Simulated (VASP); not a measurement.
Computed with PBE GGA, VASP's PBE PAW potentials (set 64) (plane waves; VASP).

VASP ran on this input.

**INCAR**
```
PREC  =  Accurate
SIGMA  =  0.05
LMAXMIX  =  4
NELECT  =  23.9
ISMEAR  =  0
ENCUT  =  400
ISIF  =  2
EDIFF  =  1E-6
LREAL  =  .False.
LWAVE  =  .False.
SYSTEM  =  ZrS2
LASPH  =  .True.   # aspherical one-centre terms
GGA  =  PE   # PBE
ALGO  =  Normal   # blocked Davidson
LCHARG  =  .False.
NELM  =  100   # most electronic steps
```

### KPOINTS
```
Automatic mesh
0
Gamma
6 6 4
0 0 0
```

### POSCAR
```
ZrS2
1
    1.8009650000    -3.1663220000     0.0000000000
    1.8009650000     3.1663220000     0.0000000000
    0.0000000000     0.0000000000     5.7947140000
Zr S
1 2
Direct
  0.0000000000   0.0000000000   0.0000000000
  0.3333330000   0.6666670000   0.2500000000
  0.6837390000   0.3504050000   0.7500000000
```

POTCAR, in this order: Zr_sv S (PBE.64 set). Program: vasp_std.

The cell is charged, with a uniform compensating background.

### Question
What does the run give for the energy per atom (σ→0), pressure, largest force, band gap (on the k-mesh)?

### Answer

```yaml
energy per atom (σ→0): -7.281 eV/atom
band gap (on the k-mesh): none (metal, semimetal or under 0.01 eV)
pressure: 1.23 GPa
largest_force: 0.404 eV/Å
```

OSZICAR:
```
...
DAV:   8    -0.218432360346E+02   -0.58959E-02   -0.73054E-02  3432   0.188E+00    0.821E-01
DAV:   9    -0.218438035702E+02   -0.56754E-03   -0.93787E-03  3336   0.692E-01    0.411E-01
DAV:  10    -0.218440446957E+02   -0.24113E-03   -0.17787E-03  3616   0.310E-01    0.170E-01
DAV:  11    -0.218440001164E+02    0.44579E-04   -0.20178E-04  3248   0.962E-02    0.496E-02
DAV:  12    -0.218440263283E+02   -0.26212E-04   -0.60604E-05  2904   0.544E-02    0.248E-02
DAV:  13    -0.218440252928E+02    0.10355E-05   -0.26276E-06  2768   0.965E-03    0.134E-02
DAV:  14    -0.218440255002E+02   -0.20738E-06   -0.20277E-06  3096   0.804E-03
   1 F= -.21844026E+02 E0= -.21843360E+02  d E =-.133048E-02
```

The compound is ZrS2 in the 1T layered structure. The cell was not relaxed at this level, atoms are displaced from their ideal sites. The k-mesh is coarse (spacing up to 0.33 per Å, 2π included), so the numbers may not be converged in it. The run is one of a series of settings (NELECT = 23.9 against the base run), some of them coarse on purpose.
